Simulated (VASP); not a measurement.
Consider the following.

```xyz
2
Lattice="0.0000 1.7831 1.7831 1.7831 0.0000 1.7831 1.7831 1.7831 0.0000" Properties=species:S:1:pos:R:3 pbc="T T T"
B      0.0000     0.0000     0.0000
N      0.8915     0.8915     0.8915
```

All values below come from G0W0 on PBE orbitals, VASP's PBE PAW potentials (set 64) (plane waves; VASP). Numerical set-up: PREC = Normal, 500 eV cut-off, 4×4×4 Γ-centred mesh, Gaussian smearing of 0.010 eV, potentials B_GW N_GW_new.

The mesh is coarse and the basis finite, so the quasiparticle values are not converged.

NBANDS = 160, ENCUTGW = 200 eV, NOMEGA = 64. The PBE levels (eV) that the step starts from are:

```tsv
state	KS energy	filling
k1 (0.00, 0.00, 0.00), band 1	-11.42	2
k1 (0.00, 0.00, 0.00), band 2	9.30	2
k1 (0.00, 0.00, 0.00), band 3	9.30	2
k1 (0.00, 0.00, 0.00), band 4	9.30	2
k1 (0.00, 0.00, 0.00), band 5	18.29	0
k1 (0.00, 0.00, 0.00), band 6	18.29	0
k1 (0.00, 0.00, 0.00), band 7	18.29	0
k1 (0.00, 0.00, 0.00), band 8	20.32	0
k2 (0.25, 0.00, 0.00), band 1	-9.89	2
k2 (0.25, 0.00, 0.00), band 2	3.65	2
k2 (0.25, 0.00, 0.00), band 3	8.12	2
k2 (0.25, 0.00, 0.00), band 4	8.12	2
k2 (0.25, 0.00, 0.00), band 5	19.36	0
k2 (0.25, 0.00, 0.00), band 6	19.87	0
k2 (0.25, 0.00, 0.00), band 7	19.87	0
k2 (0.25, 0.00, 0.00), band 8	23.42	0
k7 (0.50, 0.50, 0.00), band 1	-5.57	2
k7 (0.50, 0.50, 0.00), band 2	0.10	2
k7 (0.50, 0.50, 0.00), band 3	4.18	2
k7 (0.50, 0.50, 0.00), band 4	4.18	2
k7 (0.50, 0.50, 0.00), band 5	13.78	0
k7 (0.50, 0.50, 0.00), band 6	18.73	0
k7 (0.50, 0.50, 0.00), band 7	27.86	0
k7 (0.50, 0.50, 0.00), band 8	27.86	0
```

Question: Give the quasiparticle energies and renormalisation factors Z.

Answer: 
```json
[
 {"state": "k1 (0.00, 0.00, 0.00), band 1", "QP energy (eV)": "-13.51", "Z": "0.78"},
 {"state": "k1 (0.00, 0.00, 0.00), band 2", "QP energy (eV)": "8.18", "Z": "0.82"},
 {"state": "k1 (0.00, 0.00, 0.00), band 3", "QP energy (eV)": "8.18", "Z": "0.82"},
 {"state": "k1 (0.00, 0.00, 0.00), band 4", "QP energy (eV)": "8.18", "Z": "0.82"},
 {"state": "k1 (0.00, 0.00, 0.00), band 5", "QP energy (eV)": "19.45", "Z": "0.83"},
 {"state": "k1 (0.00, 0.00, 0.00), band 6", "QP energy (eV)": "19.45", "Z": "0.83"},
 {"state": "k1 (0.00, 0.00, 0.00), band 7", "QP energy (eV)": "19.45", "Z": "0.83"},
 {"state": "k1 (0.00, 0.00, 0.00), band 8", "QP energy (eV)": "21.25", "Z": "0.81"},
 {"state": "k2 (0.25, 0.00, 0.00), band 1", "QP energy (eV)": "-11.85", "Z": "0.77"},
 {"state": "k2 (0.25, 0.00, 0.00), band 2", "QP energy (eV)": "2.09", "Z": "0.81"},
 {"state": "k2 (0.25, 0.00, 0.00), band 3", "QP energy (eV)": "6.92", "Z": "0.82"},
 {"state": "k2 (0.25, 0.00, 0.00), band 4", "QP energy (eV)": "6.92", "Z": "0.82"},
 {"state": "k2 (0.25, 0.00, 0.00), band 5", "QP energy (eV)": "20.32", "Z": "0.83"},
 {"state": "k2 (0.25, 0.00, 0.00), band 6", "QP energy (eV)": "21.10", "Z": "0.83"},
 {"state": "k2 (0.25, 0.00, 0.00), band 7", "QP energy (eV)": "21.10", "Z": "0.83"},
 {"state": "k2 (0.25, 0.00, 0.00), band 8", "QP energy (eV)": "24.64", "Z": "0.80"},
 {"state": "k7 (0.50, 0.50, 0.00), band 1", "QP energy (eV)": "-7.29", "Z": "0.76"},
 {"state": "k7 (0.50, 0.50, 0.00), band 2", "QP energy (eV)": "-1.73", "Z": "0.78"},
 {"state": "k7 (0.50, 0.50, 0.00), band 3", "QP energy (eV)": "2.69", "Z": "0.81"},
 {"state": "k7 (0.50, 0.50, 0.00), band 4", "QP energy (eV)": "2.69", "Z": "0.81"},
 {"state": "k7 (0.50, 0.50, 0.00), band 5", "QP energy (eV)": "14.33", "Z": "0.85"},
 {"state": "k7 (0.50, 0.50, 0.00), band 6", "QP energy (eV)": "19.38", "Z": "0.84"},
 {"state": "k7 (0.50, 0.50, 0.00), band 7", "QP energy (eV)": "29.41", "Z": "0.77"},
 {"state": "k7 (0.50, 0.50, 0.00), band 8", "QP energy (eV)": "29.41", "Z": "0.77"}
]
```
On the mesh the gap opens from 4.48 to 6.15 eV.

The compound is BN in the zinc blende structure. This cell is one point of a volume scan, at 0.96 of the reference volume. The k-mesh is coarse (spacing up to 0.76 per Å, 2π included), so the numbers may not be converged in it.
